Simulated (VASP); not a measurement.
## Relaxed cell of Tantalum: a test of cutoff and mesh

How far does the relaxed cell of Tantalum depend on cutoff and k mesh? The starting structure is a measured crystal structure from the Crystallography Open Database. The first relaxation on each setting starts from this cell expanded by 3 % in volume.

Main program and level: VASP 6.6.1; Kohn-Sham DFT with plane waves and PAW; PBEsol.

## Step 1: Set-up

Symmetry: Im-3m, No. 229, cubic system. The conventional cell has a = 3.306 Å, b = 3.306 Å, c = 3.306 Å, α = 90.00°, β = 90.00°, γ = 90.00°. Ta has 8 Ta at 2.86 Å nearest.

Coordinates:

```xyz
1
Lattice="-1.6529 1.6529 1.6529 1.6529 -1.6529 1.6529 1.6529 1.6529 -1.6529" Properties=species:S:1:pos:R:3 pbc="T T T"
Ta    0.0000    0.0000    0.0000
```

## Step 2: Reference relaxation

This run starts from the cell of an earlier relaxation, which isn't shown; the restart sets up the plane waves anew.

INCAR reads:

```
SYSTEM = Ta
PREC = Accurate
ENCUT = 450
EDIFF = 1E-06
NELM = 100
ISMEAR = 1
SIGMA = 0.15
LREAL = .FALSE.
ALGO = Normal
GGA = PS
NBANDS = 11
LASPH = .TRUE.
LORBIT = 11
LWAVE = .FALSE.
LCHARG = .FALSE.
KPAR = 8
IBRION = 2
NSW = 50
ISIF = 3
EDIFFG = -0.006
```

POSCAR reads:

```
Ta
1.0
   -1.6405745578      1.6405745578      1.6405745578
    1.6405745578     -1.6405745578      1.6405745578
    1.6405745578      1.6405745578     -1.6405745578
Ta
1
Direct
    0.0000000000      0.0000000000      0.0000000000
```

KPOINTS reads:

```
Automatic mesh
0
Gamma
18 18 18
0 0 0
```

PAW data sets: Ta_pv (PBE family, release 64).

Command:

```
$ mpirun -np 8 vasp_std
```

The log of the run:

```text
[banner, memory and clock lines left out]
running    8 mpi-ranks, on    1 nodes
 distrk:  each k-point on    1 cores,    8 groups
 distr:  one band on    1 cores,    1 groups

 POSCAR found type information on POSCAR Ta
 POSCAR found :  1 types and       1 ions
|                                                                             |
|           W    W    AA    RRRRR   N    N  II  N    N   GGGG   !!!           |
|           W    W   A  A   R    R  NN   N  II  NN   N  G    G  !!!           |
|           W    W  A    A  R    R  N N  N  II  N N  N  G       !!!           |
|           W WW W  AAAAAA  RRRRR   N  N N  II  N  N N  G  GGG   !            |
|           WW  WW  A    A  R   R   N   NN  II  N   NN  G    G                |
|           W    W  A    A  R    R  N    N  II  N    N   GGGG   !!!           |
|                                                                             |
|     For optimal performance we recommend to set                             |
|       NCORE = 2 up to number-of-cores-per-socket                            |
|     NCORE specifies how many cores store one orbital (NPAR=cpu/NCORE).      |
|     This setting can greatly improve the performance of VASP for DFT.       |
|     The default, NCORE=1 might be grossly inefficient on modern             |
|     multi-core architectures or massively parallel machines. Do your        |
|     Unfortunately you need to use the default for GW and RPA                |
|     calculations (for HF NCORE is supported but not extensively tested      |
|     yet).                                                                   |
|                                                                             |

|                                                                             |
|               ----> ADVICE to this user running VASP <----                  |
|                                                                             |
|     You enforced a specific xc type in the INCAR file but a different       |
|     [... a line on the potential file left out ...]
|     I HOPE YOU KNOW WHAT YOU ARE DOING!                                     |
|                                                                             |

 LDA part: xc-table for (Slater+PW92), standard interpolation
 POSCAR, INCAR and KPOINTS ok, starting setup
 FFT: planning ... GRIDC
 FFT: planning ... GRID_SOFT
 FFT: planning ... GRID
 WAVECAR not read
 entering main loop
       N       E                     dE             d eps       ncg     rms          rms(c)
DAV:   1     0.510056513428E+02    0.51006E+02   -0.58598E+03  4306   0.865E+02
DAV:   2    -0.121859523146E+02   -0.63192E+02   -0.61686E+02  4759   0.233E+02
DAV:   3    -0.130455942086E+02   -0.85964E+00   -0.85141E+00  5182   0.263E+01
DAV:   4    -0.130483202626E+02   -0.27261E-02   -0.27256E-02  4721   0.157E+00
DAV:   5    -0.130483327906E+02   -0.12528E-04   -0.12528E-04  5153   0.961E-02    0.143E+01
DAV:   6    -0.126686315840E+02    0.37970E+00   -0.32753E-01  4896   0.630E+00    0.700E+00
DAV:   7    -0.125534500687E+02    0.11518E+00   -0.27647E-01  4890   0.540E+00    0.387E-01
DAV:   8    -0.125521391990E+02    0.13109E-02   -0.85439E-03  5172   0.756E-01    0.663E-02
DAV:   9    -0.125521389708E+02    0.22819E-06   -0.48283E-05  4897   0.739E-02    0.208E-02
DAV:  10    -0.125521364539E+02    0.25170E-05   -0.23184E-06  4839   0.173E-02    0.355E-03
DAV:  11    -0.125521364205E+02    0.33329E-07   -0.13406E-07  2739   0.419E-03
   1 F= -.12552136E+02 E0= -.12552343E+02  d E =-.125521E+02
 curvature:   0.00 expect dE= 0.000E+00 dE for cont linesearch  0.000E+00
 trial: gam= 0.00000 g(F)=  0.108E-63 g(S)=  0.184E-06 ort = 0.000E+00 (trialstep = 0.100E+01)
 search vector abs. value=  0.184E-06
 reached required accuracy - stopping structural energy minimisation
```

The job ended after 7.4 s (8 MPI ranks of Intel Xeon Platinum 8375C at 2.90GHz (Ice Lake), shared host; peak memory 1.1 GiB).

Lines that name or quote the potential files are left out of all logs, and their timing lines are given in words.

From OUTCAR (step 2):

```text
ion  position               nearest neighbor table
   1  0.000  0.000  0.000-

  LATTYP: Found a body centered cubic cell.
 ALAT       =     3.2811491156

 Subroutine GETGRP returns: Found 48 space group operations
 (whereof 48 operations were pure point group operations)

The static configuration has the point symmetry O_h .

 Found    195 irreducible k-points:

   k-points           NKPTS =    195   k-points in BZ     NKDIM =    195   number of bands    NBANDS=     11

   dimension x,y,z NGX =    20 NGY =   20 NGZ =   20
   dimension x,y,z NGXF=    40 NGYF=   40 NGZF=   40

   ENCUT  =  450.0 eV  33.07 Ry    5.75 a.u.   4.91  4.91  4.91*2*pi/ulx,y,z

   NELECT =      11.0000    total number of electrons

 k-points in reciprocal lattice and weights: Automatic mesh
   0.00000000  0.00000000  0.00000000       0.000
   0.05555556  0.00000000  0.00000000       0.002
   0.11111111  0.00000000  0.00000000       0.002
   0.16666667  0.00000000  0.00000000       0.002
   0.22222222  0.00000000  0.00000000       0.002
   0.27777778  0.00000000  0.00000000       0.002
   0.33333333  0.00000000  0.00000000       0.002
   0.38888889  0.00000000  0.00000000       0.002
   0.44444444  0.00000000  0.00000000       0.002
[...]
0.50000000  0.50000000  0.44444444       0.002
   0.50000000  0.50000000  0.50000000       0.000

 average (electrostatic) potential at core
       1 -36.0155

 E-fermi :   5.4855

 k-point     1 :       0.0000    0.0000    0.0000
  band No.  band energies     occupation
      1     -27.4651      2.00000
      2     -27.4651      2.00000
      3     -27.4651      2.00000
      4      -2.5252      2.00000
      5       6.2004     -0.00000
      6       6.2004     -0.00000
      7       6.2004     -0.00000
      8       9.5405      0.00000
      9       9.5405      0.00000
    ...

 k-point     2 :       0.0556    0.0000    0.0000
  band No.  band energies     occupation
      1     -27.5067      2.00000
      2     -27.4778      2.00000
      3     -27.4654      2.00000
      4      -2.3829      2.00000
      5       6.1073     -0.00000
      6       6.1746     -0.00000
      7       6.3396     -0.00000
      8       9.3859      0.00000
      9       9.5404      0.00000
    ...

 k-point     3 :       0.1111    0.0000    0.0000
  band No.  band energies     occupation
      1     -27.6251      2.00000
      2     -27.5142      2.00000
      3     -27.4661      2.00000
      4      -1.9712      2.00000
      5       5.8509     -0.00307
      6       6.0650     -0.00000
      7       6.7530     -0.00000
      8       9.0638      0.00000
      9       9.5481      0.00000
    ...

  Total       -0.0011283     -0.0011283     -0.0011283     -0.0000000      0.0000000      0.0000000
  in kB       -0.1023499     -0.1023499     -0.1023499     -0.0000000      0.0000000      0.0000000
  external PRESSURE =      -0.1023499 kB  Pullay stress =       0.0000000 kB

  energy-cutoff  :      450.00
  volume of cell :       17.66
      direct lattice vectors                 reciprocal lattice vectors
    -1.640574558  1.640574558  1.640574558     0.000000000  0.304771275  0.304771275
     1.640574558 -1.640574558  1.640574558     0.304771275  0.000000000  0.304771275
     1.640574558  1.640574558 -1.640574558     0.304771275  0.304771275  0.000000000

 POSITION                                       TOTAL-FORCE (eV/Angst)
 -----------------------------------------------------------------------------------
      0.00000      0.00000      0.00000        -0.000000      0.000000     -0.000000
 -----------------------------------------------------------------------------------
    total drift:                                0.000000     -0.000000     -0.000000

  FREE ENERGIE OF THE ION-ELECTRON SYSTEM (eV)
  ---------------------------------------------------
  free  energy   TOTEN  =       -12.5521364205 eV

  energy  without entropy=      -12.5527570779  energy(sigma->0) =      -12.55234331

 reached required accuracy - stopping structural energy minimisation

 total charge
# of ion       s       p       d       tot
------------------------------------------
    1        0.374   6.173   2.428   8.974

[... 3 further parts left out ...]
```

CONTCAR:

```
Ta
   1.00000000000000
    -1.6405745577999999    1.6405745577999999    1.6405745577999999
     1.6405745577999999   -1.6405745577999999    1.6405745577999999
     1.6405745577999999    1.6405745577999999   -1.6405745577999999
  Ta
     1
Direct
     0.0000000000000000    0.0000000000000000    0.0000000000000000
```

This run has no spin polarisation. Its electron count is odd, so without a moment it is a metal by construction. The PAW data sets were made with PBE, which is usual practice but a small mismatch for other functionals. The run keeps the 48 symmetry operations of its start, so it cannot find a distortion of lower symmetry.

The reference relaxation ends at 17.662 Å³ an atom. Pressures at 0.985 and 1.015 times this volume, from two more relaxations that aren't shown, give a bulk modulus of 208.7 GPa.

## Step 3: Relaxation with a cutoff of 220 eV

Against step 2 the input has ENCUT = 220. This run starts from the cell of an earlier relaxation, which isn't shown; the restart sets up the plane waves anew.

Edit INCAR of step 2 so:

```diff
@@ -2,3 +2,3 @@
 PREC = Accurate
-ENCUT = 450
+ENCUT = 220
 EDIFF = 1E-06
```

POSCAR reads:

```
Ta
1.0
   -1.6383178814      1.6383178814      1.6383178814
    1.6383178814     -1.6383178814      1.6383178814
    1.6383178814      1.6383178814     -1.6383178814
Ta
1
Direct
    0.0000000000      0.0000000000      0.0000000000
```

KPOINTS is that of step 2.

Command:

```
$ mpirun -np 8 vasp_std
```

The log of the run:

```text
[banner, memory and clock lines left out]
running    8 mpi-ranks, on    1 nodes
[...]
[... a notice as in an earlier step ...]

 [... a notice as in an earlier step ...]

 LDA part: xc-table for (Slater+PW92), standard interpolation
 POSCAR, INCAR and KPOINTS ok, starting setup
[...]
entering main loop
       N       E                     dE             d eps       ncg     rms          rms(c)
DAV:   1     0.265512568555E+02    0.26551E+02   -0.40755E+03  4425   0.512E+02
DAV:   2    -0.126182801957E+02   -0.39170E+02   -0.38256E+02  4802   0.158E+02
DAV:   3    -0.130462373644E+02   -0.42796E+00   -0.42555E+00  5165   0.171E+01
DAV:   4    -0.130472563701E+02   -0.10190E-02   -0.10189E-02  4753   0.878E-01
[...]
DAV:   8    -0.125521820413E+02    0.14550E-02   -0.85192E-03  5082   0.739E-01    0.702E-02
DAV:   9    -0.125521680200E+02    0.14021E-04   -0.52769E-05  4913   0.686E-02    0.228E-02
DAV:  10    -0.125521679968E+02    0.23158E-07   -0.32790E-06  4967   0.193E-02
[...]
DAV:   2    -0.125523890309E+02    0.19997E-02   -0.22753E-03  4539   0.520E-01    0.166E-01
DAV:   3    -0.125519607916E+02    0.42824E-03   -0.11694E-03  4836   0.375E-01    0.530E-02
DAV:   4    -0.125519796378E+02   -0.18846E-04   -0.12537E-05  5338   0.321E-02    0.609E-03
DAV:   5    -0.125519802230E+02   -0.58518E-06   -0.37558E-07  3027   0.629E-03
   2 F= -.12551980E+02 E0= -.12552203E+02  d E =0.187774E-03
 trial-energy change:    0.000188  1 .order    0.000194   -0.000267    0.000656
 step:   0.2985(harm=  0.2896)  dis= 0.00000  next Energy=   -12.552208 (dE=-0.401E-04)
[...]
N       E                     dE             d eps       ncg     rms          rms(c)
DAV:   1    -0.125533992246E+02   -0.14196E-02   -0.35887E-02  4506   0.237E+00    0.334E-01
DAV:   2    -0.125524467108E+02    0.95251E-03   -0.11262E-03  4527   0.364E-01    0.116E-01
DAV:   3    -0.125522167564E+02    0.22995E-03   -0.57421E-04  4749   0.262E-01    0.368E-02
DAV:   4    -0.125522105770E+02    0.61794E-05   -0.61248E-06  5367   0.225E-02    0.441E-03
DAV:   5    -0.125522102510E+02    0.32596E-06   -0.17783E-07  2775   0.427E-03
   3 F= -.12552210E+02 E0= -.12552428E+02  d E =-.422542E-04
[...]
reached required accuracy - stopping structural energy minimisation
```

Elapsed: 6.6 s, on 8 MPI ranks; peak memory 0.87 GiB; 43 s of CPU time.

Parts of OUTCAR (step 3):

```text
  Total        0.0005846      0.0005846      0.0005846      0.0000000     -0.0000000      0.0000000
  in kB        0.0533483      0.0533483      0.0533483      0.0000000     -0.0000000      0.0000000
  external PRESSURE =       0.0533483 kB  Pullay stress =       0.0000000 kB

 POSITION                                       TOTAL-FORCE (eV/Angst)
 -----------------------------------------------------------------------------------
      0.00000      0.00000      0.00000        -0.000000      0.000000      0.000000
 -----------------------------------------------------------------------------------
    total drift:                                0.000000      0.000000     -0.000000

  FREE ENERGIE OF THE ION-ELECTRON SYSTEM (eV)
  ---------------------------------------------------
  free  energy   TOTEN  =       -12.5522102510 eV

  energy  without entropy=      -12.5528623178  energy(sigma->0) =      -12.55242761

[... 2 parts as in an earlier step ...]

[... 2 further parts left out ...]
[key lines of the parts left out:]
E-fermi :   5.5379
```

With a cutoff of 220 eV the cell ends at 17.557 Å³ an atom, -0.60 % from the reference; the bulk modulus is 210.9 GPa against 208.7 GPa.

## Step 4: Relaxation with a 10×10×10 mesh

Against step 2 the input has a 10×10×10 mesh. This run starts from the cell of an earlier relaxation, which isn't shown; the restart sets up the plane waves anew.

Edit INCAR of step 3 so:

```diff
@@ -2,3 +2,3 @@
 PREC = Accurate
-ENCUT = 220
+ENCUT = 450
 EDIFF = 1E-06
```

POSCAR reads:

```
Ta
1.0
   -1.6460321113      1.6460321113      1.6460321113
    1.6460321113     -1.6460321113      1.6460321113
    1.6460321113      1.6460321113     -1.6460321113
Ta
1
Direct
    0.0000000000      0.0000000000      0.0000000000
```

KPOINTS reads:

```
Automatic mesh
0
Gamma
10 10 10
0 0 0
```

Command:

```
$ mpirun -np 8 vasp_std
```

The log of the run:

```text
[... set-up lines as in an earlier step ...]
 entering main loop
       N       E                     dE             d eps       ncg     rms          rms(c)
DAV:   1     0.516716504117E+02    0.51672E+02   -0.56679E+03  1042   0.843E+02
DAV:   2    -0.121161082881E+02   -0.63788E+02   -0.62162E+02  1142   0.236E+02
DAV:   3    -0.130658387233E+02   -0.94973E+00   -0.94503E+00  1260   0.274E+01
DAV:   4    -0.130694587600E+02   -0.36200E-02   -0.36197E-02  1165   0.171E+00
[...]
DAV:   9    -0.125444085467E+02    0.63966E-04   -0.12860E-04  1196   0.109E-01    0.225E-02
DAV:  10    -0.125444056431E+02    0.29036E-05   -0.53956E-06  1185   0.258E-02    0.543E-03
DAV:  11    -0.125444059106E+02   -0.26755E-06   -0.55635E-07   658   0.885E-03
   1 F= -.12544406E+02 E0= -.12544949E+02  d E =-.125444E+02
[...]
reached required accuracy - stopping structural energy minimisation
```

It took 4.2 s on 8 MPI ranks; peak memory 0.94 GiB.

OUTCAR, selected parts (step 4):

```text
  Total       -0.0039120     -0.0039120     -0.0039120      0.0000000      0.0000000     -0.0000000
  in kB       -0.3513427     -0.3513427     -0.3513427      0.0000000      0.0000000     -0.0000000
  external PRESSURE =      -0.3513427 kB  Pullay stress =       0.0000000 kB

 POSITION                                       TOTAL-FORCE (eV/Angst)
 -----------------------------------------------------------------------------------
      0.00000      0.00000      0.00000         0.000000     -0.000000     -0.000000
 -----------------------------------------------------------------------------------
    total drift:                                0.000000     -0.000000      0.000000

  FREE ENERGIE OF THE ION-ELECTRON SYSTEM (eV)
  ---------------------------------------------------
  free  energy   TOTEN  =       -12.5444059106 eV

  energy  without entropy=      -12.5460358078  energy(sigma->0) =      -12.54494921

[... 1 part as in an earlier step ...]

[... 3 further parts left out ...]
[key lines of the parts left out:]
E-fermi :   5.4198
```

With a 10×10×10 mesh the cell ends at 17.839 Å³ an atom, +1.00 % from the reference; the bulk modulus is 214.3 GPa against 208.7 GPa.

(Part 1 of 2 ends here.)

[Lines on the potential files, build, host, timing and source positions are cut from VASP's logs without a mark.]

[Logs are printed without paths, hosts, clocks, repeated set-up lines and the standing remarks that a program may print on its own settings, such as how far it seeks lower states.]

[Hosts, paths, dates, database ids (printed as entryN), source tags and the programs' standing remarks are cut or masked in the printed files.]
